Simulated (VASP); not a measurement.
# SiO2 (Quartz): input slips in a band-gap run and what they do

Aim: see how common mistakes in a band-structure run show up, on SiO2 (Quartz). The starting structure is a measured crystal structure from the Crystallography Open Database. The atoms were first relaxed with LDA in that cell, in a run that isn't shown, and the relaxed structure is the one below.

Calculated with VASP 6.6.1; Kohn-Sham DFT with plane waves and PAW; LDA.

## (1) The starting structure

It takes space group P3_121 (No. 152, trigonal). Conventional cell: a = 4.916 Å, b = 4.916 Å, c = 5.409 Å, α = 90.00°, β = 90.00°, γ = 120.00°. Si has 4 O at 1.61 Å nearest. Nearest to O lie 2 Si at 1.61 Å. Farther neighbours and most contacts between anions are not listed.

Coordinates:

```xyz
9
Lattice="4.9158 0.0000 0.0000 -2.4579 4.2572 0.0000 0.0000 0.0000 5.4091" Properties=species:S:1:pos:R:3 pbc="T T T"
Si    1.1534    1.9978    0.0000
Si   -1.3045    2.2594    3.6061
Si    2.6090    0.0000    1.8030
O     3.5452    1.1422    2.4435
O     2.1540    2.4991    4.2465
O     1.6745    0.6158    0.6405
O    -0.7834    3.6414    2.9656
O     1.0873    3.1150    1.1626
O    -0.3039    1.7581    4.7686
```

## (2) Reference bands

INCAR

```
SYSTEM = SiO2
PREC = Accurate
ENCUT = 460
EDIFF = 1E-06
NELM = 100
ISMEAR = 0
SIGMA = 0.03
LREAL = .FALSE.
ALGO = Normal
GGA = CA
NBANDS = 46
LORBIT = 11
LWAVE = .FALSE.
LCHARG = .FALSE.
KPAR = 16
LASPH = .TRUE.
```

POSCAR

```
SiO2
1.0
    4.9158000000      0.0000000000      0.0000000000
   -2.4579000000      4.2572076799      0.0000000000
    0.0000000000      0.0000000000      5.4091000000
Si O
3 6
Direct
    0.4692648135      0.4692648135      0.0000000000
    0.0000000000      0.5307351865      0.6666666667
    0.5307351865      0.0000000000      0.3333333333
    0.8553402672      0.2683029818      0.4517397088
    0.7316970182      0.5870372854      0.7850730422
    0.4129627146      0.1446597328      0.1184063755
    0.2683029818      0.8553402672      0.5482602912
    0.5870372854      0.7316970182      0.2149269578
    0.1446597328      0.4129627146      0.8815936245
```

KPOINTS

```
Automatic mesh
0
Gamma
6 6 4
0 0 0
```

KPOINTS_OPT

```
Line mode
8
Line-mode
Reciprocal
  0.00000000   0.00000000   0.00000000 GAMMA
  0.50000000   0.00000000   0.00000000 M

  0.50000000   0.00000000   0.00000000 M
  0.33333333   0.33333333   0.00000000 K

  0.33333333   0.33333333   0.00000000 K
  0.00000000   0.00000000   0.00000000 GAMMA

  0.00000000   0.00000000   0.00000000 GAMMA
  0.00000000   0.00000000   0.50000000 A

  0.00000000   0.00000000   0.50000000 A
  0.50000000   0.00000000   0.50000000 L

  0.50000000   0.00000000   0.50000000 L
  0.33333333   0.33333333   0.50000000 H

  0.33333333   0.33333333   0.50000000 H
  0.00000000   0.00000000   0.50000000 A

  0.50000000   0.00000000   0.50000000 L
  0.50000000   0.00000000   0.00000000 M

  0.33333333   0.33333333   0.00000000 K
  0.33333333   0.33333333   0.50000000 H
```

Potentials, in the order of the species: Si and O (LDA family, release 64).

Started as:

```console
$ mpirun -np 16 vasp_std
```

Log:

```text
[banner, memory and clock lines left out]
running   16 mpi-ranks, on    1 nodes
 distrk:  each k-point on    1 cores,   16 groups
 distr:  one band on    1 cores,    1 groups

 POSCAR found type information on POSCAR SiO
 POSCAR found :  2 types and       9 ions
|                                                                             |
|           W    W    AA    RRRRR   N    N  II  N    N   GGGG   !!!           |
|           W    W   A  A   R    R  NN   N  II  NN   N  G    G  !!!           |
|           W    W  A    A  R    R  N N  N  II  N N  N  G       !!!           |
|           W WW W  AAAAAA  RRRRR   N  N N  II  N  N N  G  GGG   !            |
|           WW  WW  A    A  R   R   N   NN  II  N   NN  G    G                |
|           W    W  A    A  R    R  N    N  II  N    N   GGGG   !!!           |
|                                                                             |
|     For optimal performance we recommend to set                             |
|       NCORE = 2 up to number-of-cores-per-socket                            |
|     NCORE specifies how many cores store one orbital (NPAR=cpu/NCORE).      |
|     This setting can greatly improve the performance of VASP for DFT.       |
|     The default, NCORE=1 might be grossly inefficient on modern             |
|     multi-core architectures or massively parallel machines. Do your        |
|     Unfortunately you need to use the default for GW and RPA                |
|     calculations (for HF NCORE is supported but not extensively tested      |
|     yet).                                                                   |
|                                                                             |

 LDA part: xc-table for (Slater(with rela. corr.)+CA(PZ))
 , standard interpolation
 POSCAR, INCAR and KPOINTS ok, starting setup
 FFT: planning ... GRIDC
 FFT: planning ... GRID_SOFT
 FFT: planning ... GRID
 WAVECAR not read
 entering main loop
       N       E                     dE             d eps       ncg     rms          rms(c)
DAV:   1     0.196239830762E+03    0.19624E+03   -0.22624E+04  2208   0.882E+02
DAV:   2    -0.747133962859E+02   -0.27095E+03   -0.26177E+03  2668   0.232E+02
DAV:   3    -0.877195533229E+02   -0.13006E+02   -0.12916E+02  2696   0.493E+01
DAV:   4    -0.878241512692E+02   -0.10460E+00   -0.10457E+00  2530   0.496E+00
DAV:   5    -0.878251625279E+02   -0.10113E-02   -0.10112E-02  2702   0.460E-01    0.259E+01
DAV:   6    -0.781790440244E+02    0.96461E+01   -0.22385E+01  2376   0.230E+01    0.134E+01
DAV:   7    -0.780348822484E+02    0.14416E+00   -0.84376E-01  2502   0.374E+00    0.444E+00
DAV:   8    -0.779469242735E+02    0.87958E-01   -0.49654E-02  2656   0.127E+00    0.175E+00
DAV:   9    -0.779294171879E+02    0.17507E-01   -0.16934E-02  2646   0.727E-01    0.249E-01
DAV:  10    -0.779298139492E+02   -0.39676E-03   -0.71076E-04  2468   0.118E-01    0.747E-02
DAV:  11    -0.779298274818E+02   -0.13533E-04   -0.68390E-05  2600   0.454E-02    0.740E-03
DAV:  12    -0.779298273348E+02    0.14691E-06   -0.52645E-06  2622   0.989E-03
   1 F= -.77929827E+02 E0= -.77929827E+02  d E =-.561824E-23
 Start KPOINTS_OPT (optional k-point list driver)
k-point batch [1-24\72]
       N       E                     dE             ncg
DAV:   1    -0.475767067837E+03   -0.18726E+05     2208
DAV:   2    -0.651918129633E+04   -0.60434E+04     2690
DAV:   3    -0.682717570642E+04   -0.30799E+03     2752
DAV:   4    -0.682967009069E+04   -0.24944E+01     2576
DAV:   5    -0.682969572622E+04   -0.25636E-01     2700
DAV:   6    -0.682969614227E+04   -0.41605E-03     2672
DAV:   7    -0.682969615081E+04   -0.85455E-05     2428
DAV:   8    -0.682969615113E+04   -0.31429E-06     1920
[...]
k-point batch [49-72\72]
       N       E                     dE             ncg
DAV:   1    -0.422151801505E+03   -0.28675E+05     2216
DAV:   2    -0.653255276766E+04   -0.61104E+04     2672
DAV:   3    -0.682907246604E+04   -0.29652E+03     2722
DAV:   4    -0.683148512584E+04   -0.24127E+01     2604
DAV:   5    -0.683151000594E+04   -0.24880E-01     2666
DAV:   6    -0.683151041597E+04   -0.41003E-03     2730
DAV:   7    -0.683151042461E+04   -0.86342E-05     2412
DAV:   8    -0.683151042491E+04   -0.29960E-06     1986
```

It took 14 s on 16 MPI ranks of Intel Xeon 6975P-C (Granite Rapids), shared host; peak memory 4.6 GiB; 2.9 min of CPU time.

The logs omit lines about the potential files and the build; timing stands in the text.

From OUTCAR (step 2):

```text
ion  position               nearest neighbor table
   1  0.469  0.469  0.000-   6 1.61   9 1.61   8 1.61   5 1.61   3 3.06   3 3.06   2 3.06   2 3.06

  LATTYP: Found a hexagonal cell.
 ALAT       =     4.9158000000
 C/A-ratio  =     1.1003498922

 Subroutine GETGRP returns: Found  6 space group operations
 (whereof  2 operations were pure point group operations)

The static configuration has the point symmetry C_2 .
 The point group associated with its full space group is D_3 .

 Found     24 irreducible k-points:

   k-points           NKPTS =     24   k-points in BZ     NKDIM =     24   number of bands    NBANDS=     46

   dimension x,y,z NGX =    36 NGY =   36 NGZ =   40
   dimension x,y,z NGXF=    72 NGYF=   72 NGZF=   80

   ENCUT  =  460.0 eV  33.81 Ry    5.81 a.u.   8.60  8.60  9.46*2*pi/ulx,y,z

   NELECT =      48.0000    total number of electrons

 k-points in reciprocal lattice and weights: Automatic mesh
   0.00000000  0.00000000  0.00000000       0.007
   0.16666667  0.00000000  0.00000000       0.042
   0.33333333 -0.00000000  0.00000000       0.042
   0.50000000  0.00000000  0.00000000       0.021
   0.16666667  0.16666667  0.00000000       0.042
   0.33333333  0.16666667  0.00000000       0.083
   0.33333333  0.33333333  0.00000000       0.014
   0.00000000  0.00000000  0.25000000       0.014
   0.16666667  0.00000000  0.25000000       0.042
[...]
0.33333333  0.16666667  0.50000000       0.083
   0.33333333  0.33333333  0.50000000       0.014

 average (electrostatic) potential at core
       1 -88.1358       2 -88.1358       3 -88.1358       4 -73.5358       5 -73.5359
       6 -73.5359       7 -73.5358       8 -73.5359       9 -73.5359

 E-fermi :   1.0448

 k-point     1 :       0.0000    0.0000    0.0000
  band No.  band energies     occupation
    ...
     20      -0.1793      2.00000
     21      -0.1793      2.00000
     22       0.1391      2.00000
     23       0.5175      2.00000
     24       0.5175      2.00000
     25       6.5762      0.00000
     26       9.8314      0.00000
     27       9.8314      0.00000
     28      10.3151      0.00000
     29      10.3151      0.00000
    ...

 k-point     2 :       0.1667    0.0000    0.0000
  band No.  band energies     occupation
    ...
     20      -0.2380      2.00000
     21      -0.1770      2.00000
     22       0.0400      2.00000
     23       0.5764      2.00000
     24       0.6110      2.00000
     25       7.0018      0.00000
     26       9.8205      0.00000
     27       9.8846      0.00000
     28      10.3436      0.00000
     29      10.4545      0.00000
    ...

 k-point     3 :       0.3333   -0.0000    0.0000
  band No.  band energies     occupation
    ...
     20      -0.2776      2.00000
     21      -0.1967      2.00000
     22       0.0062      2.00000
     23       0.5957      2.00000
     24       0.7508      2.00000
     25       8.0022      0.00000
     26       9.8819      0.00000
     27       9.9786      0.00000
     28      10.4584      0.00000
     29      10.8020      0.00000
    ...

  Total       -0.7875839     -0.7875839     -0.7490442      0.0000000      0.0000000      0.0000000
  in kB      -11.1471380    -11.1471380    -10.6016622      0.0000000      0.0000000      0.0000000
  external PRESSURE =     -10.9653127 kB  Pullay stress =       0.0000000 kB

  energy-cutoff  :      460.00
  volume of cell :      113.20
      direct lattice vectors                 reciprocal lattice vectors
     4.915800000  0.000000000  0.000000000     0.203425689  0.117447876  0.000000000
    -2.457900000  4.257207680  0.000000000     0.000000000  0.234895752  0.000000000
     0.000000000  0.000000000  5.409100000     0.000000000  0.000000000  0.184873639

 POSITION                                       TOTAL-FORCE (eV/Angst)
 -----------------------------------------------------------------------------------
      1.15341      1.99776      0.00000        -0.009111     -0.015780     -0.000000
     -1.30449      2.25945      3.60607        -0.009111      0.015780     -0.000000
      2.60899      0.00000      1.80303         0.018222      0.000000     -0.000000
      3.54522      1.14222      2.44351        -0.005952      0.007196     -0.010624
      2.15400      2.49914      4.24654        -0.003256     -0.008752     -0.010624
      1.67448      0.61585      0.64047         0.009207      0.001556     -0.010624
     -0.78342      3.64136      2.96559         0.009207     -0.001556      0.010624
      1.08732      3.11499      1.16256        -0.005952     -0.007196      0.010624
     -0.30390      1.75807      4.76863        -0.003256      0.008752      0.010624
 -----------------------------------------------------------------------------------
    total drift:                                0.000013      0.000022     -0.000001

  FREE ENERGIE OF THE ION-ELECTRON SYSTEM (eV)
  ---------------------------------------------------
  free  energy   TOTEN  =       -77.9298273348 eV

  energy  without entropy=      -77.9298273348  energy(sigma->0) =      -77.92982733

 total charge
# of ion       s       p       d       tot
------------------------------------------
    1        0.654   1.025   0.000   1.679
    2        0.654   1.025   0.000   1.679
    3        0.654   1.025   0.000   1.679
    4        1.547   3.686   0.000   5.234
    5        1.547   3.686   0.000   5.234
    6        1.547   3.686   0.000   5.234
    7        1.547   3.686   0.000   5.234
    8        1.547   3.686   0.000   5.234
    9        1.547   3.686   0.000   5.234
--------------------------------------------------
tot         11.245  25.192   0.000  36.437

[... 3 further parts left out ...]
```

The reference gap is 5.732 eV.

## (3) Bands with a k mesh far too coarse and no band path

A slip made on purpose: a k mesh far too coarse and no band path. Against step 2 the input has a 1×1×1 mesh and no band path (also changed: NELM, NBANDS, NCORE and KPAR).

INCAR

```
SYSTEM = SiO2
PREC = Accurate
ENCUT = 460
EDIFF = 1E-06
NELM = 60
ISMEAR = 0
SIGMA = 0.03
LREAL = .FALSE.
ALGO = Normal
GGA = CA
NBANDS = 33
LORBIT = 11
LWAVE = .FALSE.
LCHARG = .FALSE.
NCORE = 4
LASPH = .TRUE.
```

POSCAR is that of step 2.

KPOINTS

```
Automatic mesh
0
Gamma
1 1 1
0 0 0
```

Started as:

```console
$ mpirun -np 16 vasp_std
```

Log:

```text
[banner, memory and clock lines left out]
running   16 mpi-ranks, on    1 nodes
[...]
LDA part: xc-table for (Slater(with rela. corr.)+CA(PZ))
 , standard interpolation
|                                                                             |
|           W    W    AA    RRRRR   N    N  II  N    N   GGGG   !!!           |
|           W    W   A  A   R    R  NN   N  II  NN   N  G    G  !!!           |
|           W    W  A    A  R    R  N N  N  II  N N  N  G       !!!           |
|           W WW W  AAAAAA  RRRRR   N  N N  II  N  N N  G  GGG   !            |
|           WW  WW  A    A  R   R   N   NN  II  N   NN  G    G                |
|           W    W  A    A  R    R  N    N  II  N    N   GGGG   !!!           |
|                                                                             |
|     The number of bands has been changed from the values supplied in        |
|     The orbitals not found in the WAVECAR file will be initialized with     |
|     random numbers, which is usually adequate. For correlated               |
|     calculations, however, you should redo the groundstate calculation.     |
|     I found NBANDS = 33. Now, NBANDS = 36.                                  |
|                                                                             |

 POSCAR, INCAR and KPOINTS ok, starting setup
[...]
entering main loop
       N       E                     dE             d eps       ncg     rms          rms(c)
DAV:   1     0.218569958711E+03    0.21857E+03   -0.23844E+04    72   0.112E+03
DAV:   2    -0.725068833416E+02   -0.29108E+03   -0.28256E+03    92   0.266E+02
DAV:   3    -0.873190374312E+02   -0.14812E+02   -0.14759E+02    96   0.624E+01
DAV:   4    -0.874620443941E+02   -0.14301E+00   -0.14273E+00    80   0.692E+00
[...]
DAV:  11    -0.773937205343E+02    0.42456E-05   -0.18306E-04    80   0.808E-02    0.118E-02
DAV:  12    -0.773937224165E+02   -0.18821E-05   -0.79991E-06    88   0.139E-02    0.507E-03
DAV:  13    -0.773937227309E+02   -0.31444E-06   -0.10536E-06    56   0.566E-03
   1 F= -.77393723E+02 E0= -.77393723E+02  d E =-.236427E-21
```

Elapsed: 1.2 s, on 16 MPI ranks; peak memory 1.7 GiB; 8.6 s of CPU time.

Parts of OUTCAR (step 3):

```text
  Total       -1.4344256     -1.4344256     -2.4591060      0.0000000      0.0000000     -0.0000000
  in kB      -20.3022687    -20.3022687    -34.8051716      0.0000000      0.0000000     -0.0000000
  external PRESSURE =     -25.1365696 kB  Pullay stress =       0.0000000 kB

 POSITION                                       TOTAL-FORCE (eV/Angst)
 -----------------------------------------------------------------------------------
      1.15341      1.99776      0.00000        -0.209063     -0.362108     -0.000000
     -1.30449      2.25945      3.60607        -0.209063      0.362108     -0.000000
      2.60899      0.00000      1.80303         0.418126     -0.000000     -0.000000
      3.54522      1.14222      2.44351         0.375850     -0.589528     -0.492893
      2.15400      2.49914      4.24654         0.322622      0.620260     -0.492893
      1.67448      0.61585      0.64047        -0.698471     -0.030731     -0.492893
     -0.78342      3.64136      2.96559        -0.698471      0.030731      0.492893
      1.08732      3.11499      1.16256         0.375850      0.589528      0.492893
     -0.30390      1.75807      4.76863         0.322622     -0.620260      0.492893
 -----------------------------------------------------------------------------------
    total drift:                                0.000012      0.000022     -0.000001

  FREE ENERGIE OF THE ION-ELECTRON SYSTEM (eV)
  ---------------------------------------------------
  free  energy   TOTEN  =       -77.3937227309 eV

  energy  without entropy=      -77.3937227309  energy(sigma->0) =      -77.39372273

[... 1 part as in an earlier step ...]

[... 2 further parts left out ...]
[key lines of the parts left out:]
E-fermi :   0.7331
```

With a k mesh far too coarse and no band path the gap is 6.048 eV, +0.316 eV from the reference, read on the mesh alone.

## (4) Bands with a fixed density without a density file

A slip made on purpose: a fixed density without a density file. Against step 2 the input has ICHARG = 11 (also changed: NELM).

Edit INCAR of step 3 so:

```diff
@@ -10,3 +10,3 @@
 GGA = CA
-NBANDS = 33
+NBANDS = 46
 LORBIT = 11
@@ -14,3 +14,4 @@
 LCHARG = .FALSE.
-NCORE = 4
+KPAR = 16
 LASPH = .TRUE.
+ICHARG = 11
```

POSCAR is that of step 3.

KPOINTS

```
Automatic mesh
0
Gamma
6 6 4
0 0 0
```

KPOINTS_OPT is that of step 2.

Started as:

```console
$ mpirun -np 16 vasp_std
```

Log:

```text
[banner, memory and clock lines left out]
running   16 mpi-ranks, on    1 nodes
[...]
|                                                                             |
|           W    W    AA    RRRRR   N    N  II  N    N   GGGG   !!!           |
|           W    W   A  A   R    R  NN   N  II  NN   N  G    G  !!!           |
|           W    W  A    A  R    R  N N  N  II  N N  N  G       !!!           |
|           W WW W  AAAAAA  RRRRR   N  N N  II  N  N N  G  GGG   !            |
|           WW  WW  A    A  R   R   N   NN  II  N   NN  G    G                |
|           W    W  A    A  R    R  N    N  II  N    N   GGGG   !!!           |
|                                                                             |
|     For optimal performance we recommend to set                             |
|       NCORE = 2 up to number-of-cores-per-socket                            |
|     NCORE specifies how many cores store one orbital (NPAR=cpu/NCORE).      |
|     This setting can greatly improve the performance of VASP for DFT.       |
[...]
LDA part: xc-table for (Slater(with rela. corr.)+CA(PZ))
 , standard interpolation
 POSCAR, INCAR and KPOINTS ok, starting setup
[...]
WARNING: CHGCAR is incomplete
|                                                                             |
|     EEEEEEE  RRRRRR   RRRRRR   OOOOOOO  RRRRRR      ###     ###     ###     |
|     E        R     R  R     R  O     O  R     R     ###     ###     ###     |
|     E        R     R  R     R  O     O  R     R     ###     ###     ###     |
|     EEEEE    RRRRRR   RRRRRR   O     O  RRRRRR       #       #       #      |
|     E        R   R    R   R    O     O  R   R                               |
|     E        R    R   R    R   O     O  R    R      ###     ###     ###     |
|     EEEEEEE  R     R  R     R  OOOOOOO  R     R     ###     ###     ###     |
|                                                                             |
|     ERROR: charge density could not be read from file CHGCAR for            |
|     ICHARG>10                                                               |
|                                                                             |
|       ---->  I REFUSE TO CONTINUE WITH THIS SICK JOB ... BYE!!! <----       |
|                                                                             |

1
1
1
1
1
1
1
1
1
1
1
1
1
1
1
1
```

Run time: 7 s. Hardware: 16 MPI ranks.

VASP stopped with this message: “ERROR: charge density could not be read from file CHGCAR for ICHARG>10”.

(Part 1 of 2 ends here.)

[Lines on the potential files, build, host, timing and source positions are cut from VASP's logs without a mark.]

[Logs are printed without paths, hosts, clocks, repeated set-up lines and the standing remarks that a program may print on its own settings, such as how far it seeks lower states.]

[Hosts, paths, dates, database ids (printed as entryN), source tags and the programs' standing remarks are cut or masked in the printed files.]
